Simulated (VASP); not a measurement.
Input of a VASP 6.6.1 run:

File INCAR:

```
SYSTEM = CuGe23
PREC = Accurate ; ENCUT = 350
EDIFF = 1E-5 ; ISMEAR = 0
SIGMA = 0.03 ; LREAL = Auto
LASPH = .True. ; NELM = 120
ALGO = Normal ; ISIF = 2
LWAVE = .False. ; LCHARG = .False.
ISPIN = 2 ; MAGMOM = 3 0 0 0 0 0 0 0 0 0 0 0 0 0 0 0 0 0 0 0 0 0 0 0
LORBIT = 11 ; NUPDOWN = 3
LMAXMIX = 4 ; LDAU = .True.
LDAUTYPE = 2 ; LDAUL = 2 -1
LDAUU = 7 0 ; LDAUJ = 0 0
LDAUPRINT = 1 ; GGA = PS
NBANDS = 188 ; ISYM = 0
KPAR = 2
```

KPOINTS

```
regular mesh
0
Gamma
  2 2 2
  0 0 0
```

Contents of POSCAR:

```
CuGe23                                  
1.0
    0.0000000000      8.4863100000      8.4863100000
    5.6575400000      0.0000000000      5.6575400000
    5.6575400000      5.6575400000      0.0000000000
  Cu              Ge            
     1    23
Direct
     0.9997845806103637    0.0004641225729317    0.9981968130540594
     0.0006844431560808    0.0023887146969546    0.4953456694322084
     0.0011871055331935    0.4979780686574852    0.0017106155070032
     0.0016794340678711    0.4958068289107706    0.4964752163893178
     0.3289508089723974    0.0009779625105509    0.0028907142349665
     0.3284108972601560    0.0027256521864391    0.4999144740828792
     0.3283422678112448    0.5011966154689039    0.0045477622885648
     0.3308684968183000    0.5000952882276103    0.5035282754013516
     0.6674923687298370    0.0011213710172493    0.0004758771919635
     0.6654810512181369    0.9993401320503220    0.4964987280654549
     0.6664321067913790    0.4961755743133834    0.0032404523177432
     0.6657628383247175    0.4983038022503877    0.5019659925187966
     0.0780414097847093    0.1212290941692507    0.1187124291665520
     0.0784952113336991    0.1189594100338623    0.6395126297024195
     0.0784100835183859    0.6415792311844494    0.1198582186673836
     0.0815216713526208    0.6254492205903607    0.6248586554496308
     0.4170396716220903    0.1251596042060675    0.1238159004004928
     0.4158477495525828    0.1224115056141790    0.6258618631698238
     0.4168060030905295    0.6238407227079283    0.1260219680577576
     0.4174258384274236    0.6255048745911775    0.6273673072880589
     0.7599287808026758    0.1193391031386339    0.1195805517345420
     0.7512993211153516    0.1202813186665932    0.6243587681984368
     0.7517430075268715    0.6248845362601951    0.1239434103808893
     0.7525298525793799    0.6223932459743343    0.6261697072997041
```

Potentials or basis: VASP PAW PBE potentials, release 64 (Cu, Ge_d).

Run with:

```sh
$ cat potpaw_PBE.64/Cu/POTCAR potpaw_PBE.64/Ge_d/POTCAR > POTCAR
$ mpirun -np 4 vasp_std > vasp.out
```

(1) Predict the largest force.

Results:

(1) 0.027 eV/Å.

Caveat: the k mesh is coarse (spacing up to 0.48 Å⁻¹), so the values aren't converged; the PAW data sets were made with another functional, which shifts forces and pressure a little; the total moment is fixed, so each spin has its own Fermi level; the U is typed as a test and isn't derived for this compound.
